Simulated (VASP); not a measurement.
# IrW (space group P-6m2): computed properties

Method: PBEsol GGA, VASP's PBE PAW potentials (set 64) (plane waves; VASP 6.6.1).

| Item | Result |
|---|---|
| space group | P-6m2 (187) |
| cell | a = b = 2.7713 Å, c = 4.4491 Å, α = β = 90.00°, γ = 120.00° |
| volume per atom | 14.80 Å³/atom |
| band gap (over mesh and band path) | none (metal, semimetal or under 0.01 eV) |
| density | 21.10 g/cm³ |

IrW is modelled in the hexagonal space group P-6m2 (No. 187), Pearson symbol hP2. Cell: a = b = 2.771 Å, c = 4.449 Å, α = β = 90.00°, γ = 120.00°. Ir on 1b has 6 W at 2.740 Å and 6 Ir at 2.771 Å (anticuboctahedral). W on 1e is coordinated by 6 Ir at 2.740 Å and 6 W at 2.771 Å (anticuboctahedral). (Neighbours: up to the widest gap in distance over summed covalent radii, below 1.35, at either atom.)

Unless said otherwise, spin-orbit coupling is left out, though it shifts the bands of the heavy elements here.

The structure comes from a computed database's IrW entry (P-6m2); how it stands against other phases isn't given here. It was relaxed first. Symmetry was kept, so distortions that lower it aren't found. The electron count is odd and the run is not spin-polarised, which forces a metal.
